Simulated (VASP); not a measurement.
Consider the following.

```
SrN2
1.0
   -1.88810     1.88810     3.11671
    1.88810    -1.88810     3.11671
    1.88810     1.88810    -3.11671
Sr N
1 2
Direct
  0.00000   0.00000   0.00000
  0.60020   0.60020   0.00000
  0.39980   0.39980   0.00000
```

Computed with PBEsol GGA, VASP's PBE PAW potentials (set 64) (plane waves; VASP). Numerical set-up: 520 eV cut-off, 13×13×13 Γ-centred mesh, tetrahedra with Blöchl corrections, potentials Sr_sv N.

The cores are frozen, which limits the accuracy of field gradients.

Question: Give the principal components of the electric field gradient (V/Å²) and the asymmetry η at each nucleus.

Answer: 
| atom | Vxx | Vyy | Vzz | η |
|---|---|---|---|---|
| Sr1 | 54.7 | 54.7 | -109.4 | 0.00 |
| N2 | 7.7 | 7.7 | -15.4 | 0.00 |
| N3 | 7.7 | 7.7 | -15.4 | 0.00 |

The structure comes from a computed database's SrN2 entry (I4/mmm); how it stands against other phases isn't given here. It was relaxed first.
